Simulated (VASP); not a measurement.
These are PBEsol GGA, VASP's PBE PAW potentials (set 64) (plane waves; VASP) values and carry that method's errors.

A VASP calculation is set up with these files.

POSCAR:
```
CdTe
1.0
  0.0000000000   3.2400000000   3.2400000000
  3.2400000000   0.0000000000   3.2400000000
  3.2400000000   3.2400000000   0.0000000000
Cd Te
1 1
direct
  0.0000000000   0.0000000000   0.0000000000
  0.7500000000   0.7500000000   0.7500000000
```

KPOINTS:
```
K-points
0
Gamma
 6 6 6
```

INCAR:
```
ALGO=Normal
EDIFF=1E-6
EDIFFG=-0.01
ENCUT=480
GGA=PS
IBRION=2
ISIF=3
ISMEAR=0
LASPH=.TRUE.
LCHARG=.FALSE.
LMAXMIX=4
LREAL=.FALSE.
LWAVE=.FALSE.
NELM=100
NSW=60
PREC=Accurate
SIGMA=0.05
SYSTEM=CdTe
```

POTCAR, in this order: Cd Te (PBE.64 set). Program: vasp_std.

The resulting files:

File OSZICAR:
```
       N       E                     dE             d eps       ncg     rms          rms(c)
DAV:   1     0.100077930896E+03    0.10008E+03   -0.81174E+03   416   0.113E+03
DAV:   2    -0.185039136675E+01   -0.10193E+03   -0.98041E+02   481   0.269E+02
DAV:   3    -0.570262498867E+01   -0.38522E+01   -0.38463E+01   476   0.566E+01
DAV:   4    -0.573999139398E+01   -0.37366E-01   -0.37363E-01   614   0.481E+00
DAV:   5    -0.574007374905E+01   -0.82355E-04   -0.82355E-04   481   0.220E-01    0.566E+00
DAV:   6    -0.550188470170E+01    0.23819E+00   -0.53954E-01   461   0.102E+01    0.466E+00
DAV:   7    -0.548390236033E+01    0.17982E-01   -0.11365E-01   466   0.256E+00    0.188E+00
DAV:   8    -0.548294516950E+01    0.95719E-03   -0.10200E-02   421   0.141E+00    0.539E-01
DAV:   9    -0.548292057294E+01    0.24597E-04   -0.78604E-04   486   0.336E-01    0.127E-01
DAV:  10    -0.548295194220E+01   -0.31369E-04   -0.11860E-04   446   0.113E-01    0.556E-02
DAV:  11    -0.548297634651E+01   -0.24404E-04   -0.49708E-05   444   0.478E-02    0.364E-02
DAV:  12    -0.548297435807E+01    0.19884E-05   -0.46790E-06   491   0.170E-02    0.187E-02
DAV:  13    -0.548297426378E+01    0.94295E-07   -0.41524E-07   248   0.441E-03
   1 F= -.54829743E+01 E0= -.54829743E+01  d E =-.548297E+01
       N       E                     dE             d eps       ncg     rms          rms(c)
DAV:   1    -0.550247002882E+01   -0.19496E-01   -0.39243E-01   456   0.830E+00    0.104E+00
DAV:   2    -0.548557767815E+01    0.16892E-01   -0.45412E-02   446   0.340E+00    0.346E-01
DAV:   3    -0.548379639342E+01    0.17813E-02   -0.43878E-03   436   0.730E-01    0.290E-01
DAV:   4    -0.548351398987E+01    0.28240E-03   -0.47484E-04   456   0.179E-01    0.538E-02
DAV:   5    -0.548349670877E+01    0.17281E-04   -0.53631E-05   416   0.976E-02    0.378E-02
DAV:   6    -0.548349607689E+01    0.63187E-06   -0.12808E-05   434   0.372E-02    0.951E-03
DAV:   7    -0.548349599136E+01    0.85531E-07   -0.22093E-06   396   0.201E-02
   2 F= -.54834960E+01 E0= -.54834960E+01  d E =-.521728E-03
       N       E                     dE             d eps       ncg     rms          rms(c)
DAV:   1    -0.548469075380E+01   -0.11947E-02   -0.23358E-02   456   0.201E+00    0.247E-01
DAV:   2    -0.548367047366E+01    0.10203E-02   -0.27976E-03   456   0.838E-01    0.814E-02
DAV:   3    -0.548356809880E+01    0.10237E-03   -0.25804E-04   431   0.174E-01    0.673E-02
DAV:   4    -0.548355565237E+01    0.12446E-04   -0.27607E-05   451   0.437E-02    0.127E-02
DAV:   5    -0.548355543436E+01    0.21801E-06   -0.30007E-06   396   0.231E-02
   3 F= -.54835554E+01 E0= -.54835554E+01  d E =-.581171E-03
```

### OUTCAR
```
------------------------ aborting loop because EDIFF is reached ----------------------------------------
  FORCE on cell =-STRESS in cart. coord.  units (eV):
  Direction    XX          YY          ZZ          XY          YZ          ZX
  --------------------------------------------------------------------------------------
  Total        0.0009386      0.0009386      0.0009386      0.0000000     -0.0000000      0.0000000
  in kB        0.0219309      0.0219309      0.0219309      0.0000000     -0.0000000      0.0000000
  external PRESSURE =       0.0219309 kB  Pullay stress =       0.0000000 kB
  volume of cell :       68.57
      direct lattice vectors                 reciprocal lattice vectors
     0.000000000  3.248676570  3.248676570    -0.153908827  0.153908827  0.153908827
     3.248676570 -0.000000000  3.248676570     0.153908827 -0.153908827  0.153908827
     3.248676570  3.248676570 -0.000000000     0.153908827  0.153908827 -0.153908827
  FREE ENERGIE OF THE ION-ELECTRON SYSTEM (eV)
  ---------------------------------------------------
  free  energy   TOTEN  =        -5.4835554344 eV

  energy  without entropy=       -5.4835554344  energy(sigma->0) =       -5.48355543

 reached required accuracy - stopping structural energy minimisation
```
(Selected blocks of OUTCAR.)

CONTCAR:
```
CdTe
   1.00000000000000
     0.0000000000000000    3.2486765698022650    3.2486765698022650
     3.2486765698022650   -0.0000000000000000    3.2486765698022650
     3.2486765698022650    3.2486765698022650   -0.0000000000000000
  Cd              Te
     1     1
Direct
     0.0000000000000000    0.0000000000000000    0.0000000000000000
     0.7500000000000000    0.7500000000000000    0.7500000000000000
```

The compound is CdTe in the zinc blende structure. This run relaxes it. Symmetry was kept, so distortions that lower it aren't found.
